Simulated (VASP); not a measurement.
Given:

```xyz
2
Lattice="1.3489 -2.3364 0.0000 1.3489 2.3364 0.0000 0.0000 0.0000 4.3077" Properties=species:S:1:pos:R:3 pbc="T T T"
Tc     1.3489     0.7788     1.0769
Tc     1.3489    -0.7788     3.2308
```

These are PBEsol GGA, VASP's PBE PAW potentials (set 64) (plane waves; VASP) values and carry that method's errors. Numerical set-up: 500 eV cut-off, 15×15×9 Γ-centred mesh, first-order Methfessel-Paxton smearing of 0.10 eV, potentials Tc_pv.

Energy and stress use the plane-wave basis of the starting cell.

### Question
The ions, cell shape and volume at an external pressure of 20.0 GPa are relaxed. Give the cell that the relaxation ends in.

### Answer

```xyz
2
Lattice="1.3375 -2.3166 0.0000 1.3375 2.3166 0.0000 0.0000 0.0000 4.2708" Properties=species:S:1:pos:R:3 pbc="T T T"
Tc     1.3375     0.7722     1.0677
Tc     1.3375    -0.7722     3.2031
```
Space group P6_3/mmc (194), at a tolerance of 0.03 Å.

### Question
How do energy and volume change from the first to the last step?

### Answer
The energy (σ→0) changes by +31.7 meV/atom and the volume by -2.5 %, in 4 ionic steps.

```tsv
step	E(σ→0) (eV)	max force (eV/Å)	pressure (GPa)	volume (Å³)
1	-22.5044	0.000	9.84	27.15
2	-21.7395	0.000	72.39	23.91
3	-22.4446	0.000	19.50	26.49
4	-22.4411	0.000	19.95	26.47
```

The compound is Tc in the hcp structure. This run relaxes it under an external pressure of 20 GPa. Symmetry was kept, so distortions that lower it aren't found.
